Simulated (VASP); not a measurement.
LiAl32 (a cell with a defect), 33 atoms in the cell. The cell holds a defect, 33 atoms: a = 8.100 Å, b = 8.100 Å, c = 8.100 Å, α = 90.00°, β = 90.00°, γ = 90.00°. The cell was built by a generator and needn't be a form met in nature.

| Property | Result |
| --- | --- |
| Program | VASP 6.6.1 |
| Task | single point |
| Functional | PBE |
| Potentials or basis | VASP PAW PBE potentials, release 64 (Al, Li_sv) |
| Cutoff | 520 eV |
| k mesh | 2 × 2 × 2 |
| Occupations | gaussian, width 0.05 eV |
| Spin | no spin polarisation |
| Dipole correction | no |
| Further INCAR settings | LREAL = Auto; ALGO = Fast; EDIFF = 1e-07; NBANDS = 72 |

Potentials or basis: VASP PAW PBE potentials, release 64 (Al, Li_sv).

Run with:

```console
$ cat potpaw_PBE.64/Al/POTCAR potpaw_PBE.64/Li_sv/POTCAR > POTCAR
$ mpirun -np 1 vasp_std > vasp.out
```

Hardware: 1 thread of Intel(R) Xeon(R) 6975P-C (Granite Rapids), with other jobs on the host.

Q: Estimate the wall time of this run.

A: Wall time 3.3 min on 1 thread of Intel(R) Xeon(R) 6975P-C (Granite Rapids), with other jobs on the host, peak memory 0.54 GiB. Counts: scf iterations 22, k points 6.
